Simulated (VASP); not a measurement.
Given:

```
CELL_PARAMETERS angstrom
      0.00000     3.25000     3.25000
      3.25000     0.00000     3.25000
      3.25000     3.25000     0.00000
ATOMIC_POSITIONS crystal
  Ag 0.00000 0.00000 0.00000
  I  0.25000 0.25000 0.25000
```

Calculation: PBE GGA with D3 dispersion (zero damping), VASP's PBE PAW potentials (set 64) (plane waves; VASP). Numerical set-up: 520 eV cut-off, Gaussian smearing of 0.050 eV, potentials Ag I.

Unless said otherwise, spin-orbit coupling is left out, though it shifts the bands of the heavy elements here.

**Question.** Give the energies of bands 2 to 12 at the high-symmetry points, in eV from the valence-band maximum.

**Answer.** 
```tsv
band	Γ	X	U	L	W
2	-4.20	-4.49	-4.27	-4.12	-4.14
3	-4.20	-3.70	-3.81	-4.03	-3.93
4	-4.20	-3.70	-3.69	-4.03	-3.71
5	-3.06	-2.98	-3.03	-3.03	-3.12
6	-3.06	-2.94	-3.03	-3.03	-2.84
7	0.00	-2.59	-2.79	-2.92	-2.75
8	0.00	-1.77	-1.99	-0.72	-2.13
9	0.00	-1.77	-1.41	-0.72	-1.63
10	1.34	3.63	3.94	2.76	4.75
11	5.75	3.85	5.00	6.24	5.23
12	5.75	8.49	7.67	6.24	6.40
```

The gap is direct, 1.34 eV, from the valence maximum at Γ to the conduction minimum at Γ.

The compound is AgI in the zinc blende structure, whereas wurtzite is the usual form. The cell was not relaxed at this level.
